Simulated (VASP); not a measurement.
# SrIr2 with LDA: from relaxation to properties

What structure does SrIr2 take at this level, and what are its properties? The steps: relaxing cell and atoms (LDA), second relaxation, density, ELF and potential (LDA), bands along the symmetry lines (LDA), density of states (LDA), vibrations at Γ (LDA), volume scan with LDA and fit for LDA. Left out of this account: 1 further run (relaxation: it shows nothing beyond the runs told). The start is a computed cell from the Materials Project.

Method: LDA; plane waves and PAW (Sr_sv, Ir), in VASP 6.6.1.

**1. Starting point**

Before any relaxation, the start is as follows. The structure is cubic, space group Fd-3m (No. 227). Conventional cell: a = 7.711 Å, b = 7.711 Å, c = 7.711 Å, α = 90.00°, β = 90.00°, γ = 90.00°. Sr has 12 Ir at 3.20 Å and 4 Sr at 3.34 Å nearest. Ir has 6 Ir at 2.73 Å and 6 Sr at 3.20 Å nearest. Farther neighbours are not listed.

**2. Relaxing cell and atoms (LDA)**

The start need not lie at this functional's minimum. ISIF = 3 frees volume, shape and positions, and EDIFFG sets the threshold on forces and stress at which the search stops. LDA, the lowest rung, knows the local density alone.

Contents of INCAR:

```
SYSTEM = SrIr2
PREC = Accurate
ENCUT = 400
EDIFF = 1E-06
NELM = 100
ISMEAR = 1
SIGMA = 0.2
LREAL = .FALSE.
ALGO = Normal
GGA = CA
NBANDS = 34
LASPH = .TRUE.
LORBIT = 11
LWAVE = .FALSE.
LCHARG = .FALSE.
KPAR = 4
IBRION = 2
NSW = 60
ISIF = 3
EDIFFG = -0.01
```

Contents of POSCAR:

```
SrIr2
1.0
    0.0000000000      3.8555160189      3.8555160189
    3.8555160189      0.0000000000      3.8555160189
    3.8555160189      3.8555160189      0.0000000000
Sr Ir
2 4
Direct
    0.2500000000      0.2500000000      0.2500000000
    0.0000000000      0.0000000000      0.0000000000
    0.6250000000      0.1250000000      0.6250000000
    0.6250000000      0.6250000000      0.1250000000
    0.1250000000      0.6250000000      0.6250000000
    0.6250000000      0.6250000000      0.6250000000
```

Contents of KPOINTS:

```
Automatic mesh
0
Gamma
5 5 5
0 0 0
```

The projector-augmented-wave data sets are Sr_sv and Ir (LDA family, release 64).

Command:

```sh
> mpirun -np 4 vasp_std
```

What it wrote:

```text
[banner, memory and clock lines left out]
running    4 mpi-ranks, on    1 nodes
 distrk:  each k-point on    1 cores,    4 groups
 distr:  one band on    1 cores,    1 groups

 POSCAR found type information on POSCAR SrIr
 POSCAR found :  2 types and       6 ions
 LDA part: xc-table for (Slater(with rela. corr.)+CA(PZ))
 , standard interpolation
 POSCAR, INCAR and KPOINTS ok, starting setup
 FFT: planning ... GRIDC
 FFT: planning ... GRID_SOFT
 FFT: planning ... GRID
 WAVECAR not read
 entering main loop
       N       E                     dE             d eps       ncg     rms          rms(c)
DAV:   1     0.481330313389E+03    0.48133E+03   -0.22182E+04   680   0.132E+03
DAV:   2    -0.231718781260E+01   -0.48365E+03   -0.47077E+03   682   0.444E+02
DAV:   3    -0.477296437094E+02   -0.45412E+02   -0.43679E+02  1094   0.110E+02
DAV:   4    -0.504533174599E+02   -0.27237E+01   -0.27012E+01  1024   0.269E+01
DAV:   5    -0.505305977561E+02   -0.77280E-01   -0.77214E-01  1072   0.338E+00    0.576E+01
DAV:   6    -0.471366316247E+02    0.33940E+01   -0.28510E+01  1040   0.310E+01    0.124E+01
DAV:   7    -0.467873626979E+02    0.34927E+00   -0.27761E+00  1002   0.998E+00    0.119E+01
DAV:   8    -0.466977692276E+02    0.89593E-01   -0.29962E-01   954   0.277E+00    0.249E+00
DAV:   9    -0.466891848573E+02    0.85844E-02   -0.63132E-02  1010   0.170E+00    0.686E-01
DAV:  10    -0.466890023562E+02    0.18250E-03   -0.39329E-03   904   0.336E-01    0.158E-01
DAV:  11    -0.466890309673E+02   -0.28611E-04   -0.26355E-04  1124   0.910E-02    0.618E-02
DAV:  12    -0.466890231439E+02    0.78234E-05   -0.78752E-05   972   0.511E-02    0.983E-03
DAV:  13    -0.466890226317E+02    0.51215E-06   -0.35087E-06   682   0.129E-02
   1 F= -.46689023E+02 E0= -.46686258E+02  d E =-.466890E+02
 curvature:   0.00 expect dE= 0.000E+00 dE for cont linesearch  0.000E+00
 trial: gam= 0.00000 g(F)=  0.146E-50 g(S)=  0.606E+00 ort = 0.000E+00 (trialstep = 0.100E+01)
 search vector abs. value=  0.606E+00
 bond charge predicted
       N       E                     dE             d eps       ncg     rms          rms(c)
DAV:   1    -0.526941423159E+02   -0.60051E+01   -0.17982E+02   726   0.119E+02    0.387E+01
DAV:   2    -0.470138819973E+02    0.56803E+01   -0.26114E+01   834   0.378E+01    0.555E+00
DAV:   3    -0.464792316975E+02    0.53465E+00   -0.14118E+00   904   0.710E+00    0.272E+00
DAV:   4    -0.463391423072E+02    0.14009E+00   -0.80309E-01  1042   0.408E+00    0.373E+00
DAV:   5    -0.463551297954E+02   -0.15987E-01   -0.10610E-01  1022   0.123E+00    0.256E+00
DAV:   6    -0.463754292691E+02   -0.20299E-01   -0.22774E-02   960   0.780E-01    0.104E+00
DAV:   7    -0.463813190885E+02   -0.58898E-02   -0.22683E-02  1282   0.612E-01    0.527E-01
DAV:   8    -0.463818641711E+02   -0.54508E-03   -0.26419E-03  1166   0.246E-01    0.304E-01
DAV:   9    -0.463818819350E+02   -0.17764E-04   -0.18282E-04   966   0.594E-02    0.675E-02
DAV:  10    -0.463818760627E+02    0.58723E-05   -0.17976E-05  1042   0.318E-02    0.552E-02
DAV:  11    -0.463818740021E+02    0.20606E-05   -0.40569E-06   770   0.103E-02    0.183E-02
DAV:  12    -0.463818738827E+02    0.11941E-06   -0.73862E-07   406   0.513E-03
   2 F= -.46381874E+02 E0= -.46377606E+02  d E =0.307149E+00
[...]
3 F= -.46800624E+02 E0= -.46797461E+02  d E =-.111601E+00
 curvature:  -0.16 expect dE=-0.713E-04 dE for cont linesearch -0.713E-04
 ZBRENT: interpolating
 opt :   0.3575  next Energy=   -46.800691 (dE=-0.112E+00)
 bond charge predicted
       N       E                     dE             d eps       ncg     rms          rms(c)
DAV:   1    -0.468011118607E+02   -0.48834E-03   -0.11392E-02   730   0.948E-01    0.213E-01
DAV:   2    -0.468007387371E+02    0.37312E-03   -0.18900E-03   982   0.318E-01    0.463E-02
DAV:   3    -0.468007011183E+02    0.37619E-04   -0.10041E-04   974   0.587E-02    0.384E-02
DAV:   4    -0.468006925374E+02    0.85809E-05   -0.39187E-05  1114   0.258E-02    0.397E-02
DAV:   5    -0.468006952617E+02   -0.27243E-05   -0.83415E-06   858   0.144E-02    0.924E-03
DAV:   6    -0.468006948603E+02    0.40146E-06   -0.70033E-06  1052   0.115E-02
   4 F= -.46800695E+02 E0= -.46797521E+02  d E =-.111672E+00
 curvature:  -0.15 expect dE=-0.119E-05 dE for cont linesearch -0.119E-05
 trial: gam=-0.00363 g(F)=  0.688E-51 g(S)=  0.805E-05 ort = 0.221E-02 (trialstep = 0.871E+00)
 search vector abs. value=  0.207E-09
 reached required accuracy - stopping structural energy minimisation
```

It took 38 s on 4 MPI ranks of AMD EPYC 7R43, shared host; peak memory 0.67 GiB.

Lines that name or quote the potential files are left out of all logs, and their timing lines are given in words.

Parts of OUTCAR (step 2):

```text
ion  position               nearest neighbor table
   1  0.250  0.250  0.250-   3 3.20   4 3.20   5 3.20   3 3.20   5 3.20   6 3.20   4 3.20   5 3.20
                             6 3.20   3 3.20   4 3.20   6 3.20   2 3.34   2 3.34   2 3.34   2 3.34
   2  0.000  0.000  0.000-   3 3.20   4 3.20   6 3.20   4 3.20   5 3.20   6 3.20   3 3.20   5 3.20
                             6 3.20   3 3.20   4 3.20   5 3.20   1 3.34   1 3.34   1 3.34   1 3.34
   3  0.625  0.125  0.625-   6 2.73   4 2.73   4 2.73   5 2.73   6 2.73   5 2.73   1 3.20   1 3.20
                             2 3.20   1 3.20   2 3.20   2 3.20
   4  0.625  0.625  0.125-   6 2.73   3 2.73   5 2.73   6 2.73   3 2.73   5 2.73   1 3.20   2 3.20
                             2 3.20   1 3.20   2 3.20   1 3.20
   5  0.125  0.625  0.625-   6 2.73   4 2.73   3 2.73   3 2.73   4 2.73   6 2.73   1 3.20   2 3.20
                             1 3.20   2 3.20   1 3.20   2 3.20
   6  0.625  0.625  0.625-   3 2.73   4 2.73   5 2.73   4 2.73   3 2.73   5 2.73   2 3.20   1 3.20
                             2 3.20   1 3.20   2 3.20   1 3.20

  LATTYP: Found a face centered cubic cell.
 ALAT       =     7.7110320378

 Subroutine GETGRP returns: Found 48 space group operations
 (whereof 24 operations were pure point group operations)

The static configuration has the point symmetry T_d .
 The point group associated with its full space group is O_h .

 Found     10 irreducible k-points:

   k-points           NKPTS =     10   k-points in BZ     NKDIM =     10   number of bands    NBANDS=     34

   dimension x,y,z NGX =    36 NGY =   36 NGZ =   36
   dimension x,y,z NGXF=    72 NGYF=   72 NGZF=   72

   ENCUT  =  400.0 eV  29.40 Ry    5.42 a.u.   8.89  8.89  8.89*2*pi/ulx,y,z

   NELECT =      56.0000    total number of electrons

 k-points in reciprocal lattice and weights: Automatic mesh
   0.00000000  0.00000000  0.00000000       0.008
   0.20000000  0.00000000  0.00000000       0.064
   0.40000000  0.00000000  0.00000000       0.064
   0.20000000  0.20000000  0.00000000       0.048
   0.40000000  0.20000000  0.00000000       0.192
  -0.40000000  0.20000000  0.00000000       0.192
  -0.20000000  0.20000000  0.00000000       0.096
   0.40000000  0.40000000  0.00000000       0.048
  -0.40000000  0.40000000  0.00000000       0.096
  -0.40000000  0.40000000  0.20000000       0.192

 average (electrostatic) potential at core
       1 -33.0713       2 -33.0713       3 -51.6362       4 -51.6362       5 -51.6362
       6 -51.6362

 E-fermi :   6.2760

 k-point     1 :       0.0000    0.0000    0.0000
  band No.  band energies     occupation
    ...
     22       6.0099      2.06793
     23       6.0099      2.06793
     24       6.0099      2.06793
     25       6.0854      2.03914
     26       6.0854      2.03914
     27       7.0745     -0.00000
     28       7.0745     -0.00000
     29       7.6573     -0.00000
     30       7.7246     -0.00000
     31       7.7246     -0.00000
    ...

 k-point     2 :       0.2000    0.0000    0.0000
  band No.  band energies     occupation
    ...
     23       5.5015      2.00000
     24       5.9700      2.05258
     25       6.0283      2.07086
     26       6.0283      2.07086
     27       6.1308      1.93740
     28       6.7266     -0.00650
     29       6.7266     -0.00650
     30       7.7205     -0.00000
     31       8.0686     -0.00000
     32       8.0686     -0.00000
    ...

 k-point     3 :       0.4000    0.0000    0.0000
  band No.  band energies     occupation
    ...
     25       5.8867      2.01893
     26       5.8867      2.01893
     27       5.9070      2.02553
     28       6.3144      0.68176
     29       6.3144      0.68176
     30       8.1439     -0.00000
     31       8.6676     -0.00000
     32       8.8389     -0.00000
     33       8.8389     -0.00000
     34       9.8479     -0.00000

  Total       -0.0182650     -0.0182650     -0.0182650      0.0000000     -0.0000000     -0.0000000
  in kB       -0.2666619     -0.2666619     -0.2666619      0.0000000     -0.0000000     -0.0000000
  external PRESSURE =      -0.2666619 kB  Pullay stress =       0.0000000 kB

  energy-cutoff  :      400.00
  volume of cell :      109.74
      direct lattice vectors                 reciprocal lattice vectors
    -0.000000000  3.799964890  3.799964890    -0.131580163  0.131580163  0.131580163
     3.799964890  0.000000000  3.799964890     0.131580163 -0.131580163  0.131580163
     3.799964890  3.799964890  0.000000000     0.131580163  0.131580163 -0.131580163

 POSITION                                       TOTAL-FORCE (eV/Angst)
 -----------------------------------------------------------------------------------
      1.89998      1.89998      1.89998         0.000000      0.000000     -0.000000
     -0.00000      3.79996      3.79996        -0.000000     -0.000000      0.000000
      2.84997      4.74996      2.84997         0.000000      0.000000     -0.000000
      2.84997      2.84997      4.74996         0.000000     -0.000000     -0.000000
      4.74996      2.84997      2.84997         0.000000     -0.000000     -0.000000
      4.74996      4.74996      4.74996         0.000000      0.000000     -0.000000
 -----------------------------------------------------------------------------------
    total drift:                               -0.000000     -0.000000      0.000000

  FREE ENERGIE OF THE ION-ELECTRON SYSTEM (eV)
  ---------------------------------------------------
  free  energy   TOTEN  =       -46.8006948603 eV

  energy  without entropy=      -46.7911739822  energy(sigma->0) =      -46.79752123

 reached required accuracy - stopping structural energy minimisation

 total charge
# of ion       s       p       d       tot
------------------------------------------
    1        2.042   5.789   0.367   8.198
    2        2.042   5.789   0.367   8.198
    3        0.751   0.515   7.066   8.332
    4        0.751   0.515   7.066   8.332
    5        0.751   0.515   7.066   8.332
    6        0.751   0.515   7.066   8.332
--------------------------------------------------
tot          7.088  13.639  28.998  49.726

[... 3 further parts left out ...]
```

CONTCAR:

```
SrIr2
   1.00000000000000
    -0.0000000000000000    3.7999648901032548    3.7999648901032548
     3.7999648901032548    0.0000000000000000    3.7999648901032548
     3.7999648901032548    3.7999648901032548    0.0000000000000000
  Sr              Ir
     2     4
Direct
     0.2500000000000000    0.2500000000000000    0.2500000000000000
     1.0000000000000000    0.0000000000000000    0.0000000000000000
     0.6250000000000000    0.1250000000000000    0.6250000000000000
     0.6250000000000000    0.6250000000000000    0.1250000000000000
     0.1250000000000000    0.6250000000000000    0.6250000000000000
     0.6250000000000000    0.6250000000000000    0.6250000000000000
```

The k-mesh is coarse for a metal. The run keeps the 48 symmetry operations of its start, so it cannot find a distortion of lower symmetry.

The steps of the relaxation:

```csv
step,energy less that of the first step (eV),largest force (eV/Å),pressure (GPa),volume (Å³)
1,0.0000,0.0000,-7.01,114.62
2,0.3071,0.0000,17.22,101.31
3,-0.1116,0.0000,-0.20,109.85
4,-0.1117,0.0000,-0.03,109.74
```

```csv
"conventional cell, symmetrised",before,after,change
a (Å),7.711,7.600,-1.4 %
b (Å),7.711,7.600,-1.4 %
c (Å),7.711,7.600,-1.4 %
volume (Å³/atom),19.10,18.29,-4.3 %
```

The relaxed structure:

```cif
data_structure
_symmetry_space_group_name_H-M 'P 1'
_symmetry_Int_Tables_number 1
_cell_length_a 5.3740
_cell_length_b 5.3740
_cell_length_c 5.3740
_cell_angle_alpha 60.000
_cell_angle_beta 60.000
_cell_angle_gamma 60.000
_cell_volume 109.74
loop_
_atom_site_label
_atom_site_type_symbol
_atom_site_fract_x
_atom_site_fract_y
_atom_site_fract_z
_atom_site_occupancy
Sr1 Sr 0.25000 0.25000 0.25000 1
Sr2 Sr 0.00000 0.00000 0.00000 1
Ir3 Ir 0.62500 0.12500 0.62500 1
Ir4 Ir 0.62500 0.62500 0.12500 1
Ir5 Ir 0.12500 0.62500 0.62500 1
Ir6 Ir 0.62500 0.62500 0.62500 1
```

Numbers from this step:

| Item | Value |
| --- | --- |
| electrons | 56 |
| bands | 34 |
| irreducible k-points | 10 |
| symmetry operations | 48 |
| free energy (TOTEN) | -46.80 eV |
| energy at zero smearing | -46.80 eV |
| Fermi energy | 6.276 eV |
| pressure | -0.02667 GPa |
| metallic | yes |
| SCF cycles over all ionic steps | 42 |

It ends with forces that vanish by symmetry and a pressure of -0.03 GPa.

**3. Second relaxation**

The basis stayed that of the start cell while the cell moved. A rerun from the cell reached resets it; the error of the finite cutoff stays.

INCAR is that of step 2.

Changes to POSCAR since step 2:

```diff
@@ -2,5 +2,5 @@
 1.0
-    0.0000000000      3.8555160189      3.8555160189
-    3.8555160189      0.0000000000      3.8555160189
-    3.8555160189      3.8555160189      0.0000000000
+    0.0000000000      3.7999648901      3.7999648901
+    3.7999648901      0.0000000000      3.7999648901
+    3.7999648901      3.7999648901      0.0000000000
 Sr Ir
```

KPOINTS is that of step 2.

Command:

```sh
> mpirun -np 4 vasp_std
```

What it wrote:

```text
[... set-up lines as in an earlier step ...]
 entering main loop
       N       E                     dE             d eps       ncg     rms          rms(c)
DAV:   1     0.495014660118E+03    0.49501E+03   -0.22069E+04   680   0.132E+03
DAV:   2    -0.179582832412E+01   -0.49681E+03   -0.48379E+03   680   0.452E+02
DAV:   3    -0.476229017433E+02   -0.45827E+02   -0.44415E+02  1036   0.113E+02
DAV:   4    -0.506178790327E+02   -0.29950E+01   -0.29767E+01  1072   0.274E+01
DAV:   5    -0.507206092949E+02   -0.10273E+00   -0.10265E+00  1030   0.394E+00    0.623E+01
DAV:   6    -0.472505238762E+02    0.34701E+01   -0.27821E+01  1048   0.311E+01    0.141E+01
DAV:   7    -0.469000204306E+02    0.35050E+00   -0.26426E+00  1032   0.995E+00    0.129E+01
DAV:   8    -0.468079225894E+02    0.92098E-01   -0.28134E-01   934   0.277E+00    0.242E+00
DAV:   9    -0.467996567314E+02    0.82659E-02   -0.58843E-02  1010   0.165E+00    0.701E-01
DAV:  10    -0.467994868589E+02    0.16987E-03   -0.42692E-03   928   0.347E-01    0.166E-01
DAV:  11    -0.467995160392E+02   -0.29180E-04   -0.17306E-04  1052   0.769E-02    0.591E-02
DAV:  12    -0.467995108015E+02    0.52377E-05   -0.45360E-05   980   0.416E-02    0.919E-03
DAV:  13    -0.467995104385E+02    0.36302E-06   -0.15698E-06   474   0.945E-03
   1 F= -.46799510E+02 E0= -.46796336E+02  d E =-.467995E+02
 curvature:   0.00 expect dE= 0.000E+00 dE for cont linesearch  0.000E+00
 trial: gam= 0.00000 g(F)=  0.340E-49 g(S)=  0.245E-06 ort = 0.000E+00 (trialstep = 0.100E+01)
 search vector abs. value=  0.245E-06
 reached required accuracy - stopping structural energy minimisation
```

Wall time 13 s (4 MPI ranks); peak memory 0.6 GiB; 50 s of CPU time.

OUTCAR, selected parts (step 3):

```text
  LATTYP: Found a face centered cubic cell.
 ALAT       =     7.5999297802

 Found     10 irreducible k-points:

   ENCUT  =  400.0 eV  29.40 Ry    5.42 a.u.   8.76  8.76  8.76*2*pi/ulx,y,z

   NELECT =      56.0000    total number of electrons

 E-fermi :   6.2759

 k-point     1 :       0.0000    0.0000    0.0000
  band No.  band energies     occupation
    ...
     22       6.0097      2.06792
     23       6.0097      2.06792
     24       6.0097      2.06792
     25       6.0852      2.03917
     26       6.0852      2.03917
     27       7.0745     -0.00000
     28       7.0745     -0.00000
     29       7.6573     -0.00000
     30       7.7246     -0.00000
     31       7.7246     -0.00000
    ...

 k-point     2 :       0.2000    0.0000    0.0000
  band No.  band energies     occupation
    ...
     23       5.5014      2.00000
     24       5.9698      2.05257
     25       6.0282      2.07086
     26       6.0282      2.07086
     27       6.1308      1.93701
     28       6.7265     -0.00650
     29       6.7265     -0.00650
     30       7.7205     -0.00000
     31       8.0686     -0.00000
     32       8.0686     -0.00000
    ...

  Total       -0.0031861     -0.0031861     -0.0031861      0.0000000      0.0000000      0.0000000
  in kB       -0.0465160     -0.0465160     -0.0465160      0.0000000      0.0000000      0.0000000
  external PRESSURE =      -0.0465160 kB  Pullay stress =       0.0000000 kB

  energy-cutoff  :      400.00
  volume of cell :      109.74
      direct lattice vectors                 reciprocal lattice vectors
     0.000000000  3.799964890  3.799964890    -0.131580163  0.131580163  0.131580163
     3.799964890  0.000000000  3.799964890     0.131580163 -0.131580163  0.131580163
     3.799964890  3.799964890  0.000000000     0.131580163  0.131580163 -0.131580163

 POSITION                                       TOTAL-FORCE (eV/Angst)
 -----------------------------------------------------------------------------------
      1.89998      1.89998      1.89998         0.000000      0.000000      0.000000
      0.00000      0.00000      0.00000        -0.000000     -0.000000     -0.000000
      2.84997      4.74996      2.84997         0.000000      0.000000      0.000000
      2.84997      2.84997      4.74996         0.000000      0.000000      0.000000
      4.74996      2.84997      2.84997         0.000000      0.000000      0.000000
      4.74996      4.74996      4.74996         0.000000      0.000000      0.000000
 -----------------------------------------------------------------------------------
    total drift:                                0.000000      0.000000      0.000000

  FREE ENERGIE OF THE ION-ELECTRON SYSTEM (eV)
  ---------------------------------------------------
  free  energy   TOTEN  =       -46.7995104385 eV

  energy  without entropy=      -46.7899874400  energy(sigma->0) =      -46.79633611

 total charge
# of ion       s       p       d       tot
------------------------------------------
    1        2.042   5.788   0.367   8.197
    2        2.042   5.788   0.367   8.197
    3        0.751   0.515   7.066   8.332
    4        0.751   0.515   7.066   8.332
    5        0.751   0.515   7.066   8.332
    6        0.751   0.515   7.066   8.332
--------------------------------------------------
tot          7.088  13.637  28.998  49.723

[... 6 parts as in an earlier step ...]

[... 6 further parts left out ...]
```

Little changed from the start: no atom moved by 0.005 Å and no cell edge by 0.1 %.

Numbers from this step:

| Item | Value |
| --- | --- |
| pressure | -0.004652 GPa |
| SCF cycles over all ionic steps | 13 |

It ends with forces that vanish by symmetry and a pressure of 0.00 GPa. The volume moved by under 0.01 %: the run met its threshold at the first step.

[end of part 1 of 5]

[Lines on the potential files, build, host, timing and source positions are cut from VASP's logs without a mark.]

[Logs are printed without paths, hosts, clocks, repeated set-up lines and the standing remarks that a program may print on its own settings, such as how far it seeks lower states.]

[Hosts, paths, dates, database ids (printed as entryN), source tags and the programs' standing remarks are cut or masked in the printed files.]

[A measured line is paired with the nearest computed mode of its activity, which favours agreement.]
